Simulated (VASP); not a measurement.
Data:

```xyz
4
Lattice="1.2131 -2.1012 0.0000 1.2131 2.1012 0.0000 0.0000 0.0000 6.8871" Properties=species:S:1:pos:R:3 pbc="T T T"
C      0.0000     0.0000     1.7218
C      0.0000     0.0000     5.1653
C      1.2131     0.7004     1.7218
C      1.2131    -0.7004     5.1653
```

All values below come from vdW-DF2, VASP's PBE PAW potentials (set 64) (plane waves; VASP 6.6.1). Numerical set-up: 520 eV cut-off, 10×10×3 Γ-centred mesh, Gaussian smearing of 0.050 eV, potentials C.

The ions and cell shape at fixed volume are relaxed. Predict the relaxed structure.

```xyz
4
Lattice="1.2352 -2.1394 0.0000 1.2352 2.1394 0.0000 0.0000 0.0000 6.6434" Properties=species:S:1:pos:R:3 pbc="T T T"
C      0.0000     0.0000     1.6609
C      0.0000     0.0000     4.9826
C      1.2352     0.7131     1.6609
C      1.2352    -0.7131     4.9826
```
Space group P6_3/mmc (194), at a tolerance of 0.03 Å.

How much energy does the relaxation gain?

The energy (σ→0) changes by -24.5 meV/atom, in 3 ionic steps.

The compound is C in the graphite structure. This cell is one point of a volume scan, at 0.94 of the reference volume. Symmetry was kept, so distortions that lower it aren't found.
